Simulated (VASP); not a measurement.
Data:

```xyz
2
Lattice="1.6550 -2.8665 0.0000 1.6550 2.8665 0.0000 0.0000 0.0000 5.2700" Properties=species:S:1:pos:R:3 pbc="T T T"
Sc     1.6550     0.9555     1.3175
Sc     1.6550    -0.9555     3.9525
```

These are PBE GGA with D4 dispersion, VASP's PBE PAW potentials (set 64) (plane waves; VASP 6.6.1) values and carry that method's errors. Run with 520 eV cut-off, 11×11×6 Γ-centred mesh, first-order Methfessel-Paxton smearing of 0.10 eV, potentials Sc_sv.

Energy and stress use the plane-wave basis of the starting cell.

Question: The ions, cell shape and volume are relaxed. Predict the relaxed structure.

Answer: 
```xyz
2
Lattice="1.6427 -2.8452 0.0000 1.6427 2.8452 0.0000 0.0000 0.0000 5.1075" Properties=species:S:1:pos:R:3 pbc="T T T"
Sc     1.6427     0.9484     1.2769
Sc     1.6427    -0.9484     3.8306
```
Space group P6_3/mmc (194), at a tolerance of 0.03 Å.

Question: How do energy and volume change from the first to the last step?

Answer: The energy (σ→0) changes by -11.4 meV/atom and the volume by -4.5 %, in 8 ionic steps.

The compound is Sc in the hcp structure. This run relaxes it. Symmetry was kept, so distortions that lower it aren't found.
